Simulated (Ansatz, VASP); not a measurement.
## Two plane-wave programs on Ga4As3N

INCAR

```
PREC = Accurate ; ENCUT = 520
EDIFF = 1E-6 ; ISMEAR = -1
SIGMA = 0.02 ; LREAL = F
LASPH = T ; NELM = 60
ALGO = Normal ; ISIF = 2
LWAVE = F ; LCHARG = T
GGA = PE ; LELF = T
LVHAR = T ; NBANDS = 46
```

KPOINTS

```
Automatic mesh
0
Gamma
  4 6 4
```

Contents of POSCAR:

```
Ga4As3N
1.0
    6.2273462451      0.0000000000     -0.0206285508
    0.0000000000      3.7990541676      0.0000000000
   -0.0219530071      0.0000000000      6.5917822760
N As Ga
1 3 4
Direct
   -0.0032378773      0.0000000000      0.3351724038
    0.0053008406      0.5000000000      0.8349782987
    0.4935256338      0.5000000000      0.1831748535
    0.5073883514      0.0000000000      0.6504870027
    0.3144850468      0.0000000000      0.3330629769
    0.3929664987      0.5000000000      0.8351851422
    0.8933610092      0.5000000000      0.2052764023
    0.8962104967      0.0000000000      0.6226629199
```

Input for Ansatz:

```yaml
crystal:
  lattice:
    - [6.2273462451, 0.0, -0.0206285508]
    - [0.0, 3.7990541676, 0.0]
    - [-0.0219530071, 0.0, 6.591782276]
  atoms:
    - { symbol: "N", position: [-0.0032378773, 0.0, 0.3351724038] }
    - { symbol: As, position: [0.0053008406, 0.5, 0.8349782987] }
    - { symbol: As, position: [0.4935256338, 0.5, 0.1831748535] }
    - { symbol: As, position: [0.5073883514, 0.0, 0.6504870027] }
    - { symbol: Ga, position: [0.3144850468, 0.0, 0.3330629769] }
    - { symbol: Ga, position: [0.3929664987, 0.5, 0.8351851422] }
    - { symbol: Ga, position: [0.8933610092, 0.5, 0.2052764023] }
    - { symbol: Ga, position: [0.8962104967, 0.0, 0.6226629199] }
kpoints:
  mp_grid: { grid: [4, 6, 4] }
  band_path:
    path:
      - [0.0, 0.0, 0.0]
      - [-4.930359710891e-36, 0.5, -6.282993870158e-18]
      - [3.265818365594e-19, 0.5, 0.5]
      - [3.265818365594e-19, 2.670494095805e-35, 0.5]
      - [0.0, 0.0, 0.0]
      - [-0.5, 1.157417471444e-20, 0.5]
      - [-0.5, 0.5, 0.5]
      - [-4.930359710891e-36, 0.5, -6.282993870158e-18]
      - [-0.5, 0.5, 4.571360387625e-17]
      - [-0.5, 1.157417471444e-20, 5.193545877693e-17]
      - [0.0, 0.0, 0.0]
    npoints: 10
hamiltonian:
  xc: pbe
scf:
  occupations: { method: fermi_dirac, width: 0.02 }
  n_extra_bands: 6
output:
  forces: true
  stress: true
  eigenvalues: true
  write_density: true
  write_potential: true
  elf: true
  volumetric_format: npy
```

The cell was built by a generator and needn't be a form met in nature.

Alike in both runs: task single point; functional PBE; k mesh 4 × 6 × 4; occupations fermi-dirac, width 0.02 eV; no spin polarisation.

```csv
,VASP,Ansatz
version,VASP 6.6.1,Ansatz 0.2.0
potentials or method,"VASP PAW PBE potentials, release 64 (N, As, Ga_d)","plane waves, PAW"
plane-wave cutoff (eV),520,420
valence electrons in the cell,72,102
```

|  | VASP | Ansatz | Ansatz less VASP |
| --- | --- | --- | --- |
| pressure (GPa) | 3.5 | 3.2 | -0.22 |
| largest component of the traceless stress (GPa) | 0.19 | 0.19 | -0.001 |
| rms of the force components (eV/Å) | 0.062 | 0.060 | -0.0017 |

Atom by atom the forces differ by 0.003 eV/Å (rms over components). The functional is the same, so the differences come from potentials, cutoffs and numerics. The two sets of potentials don't hold the same shells in valence.
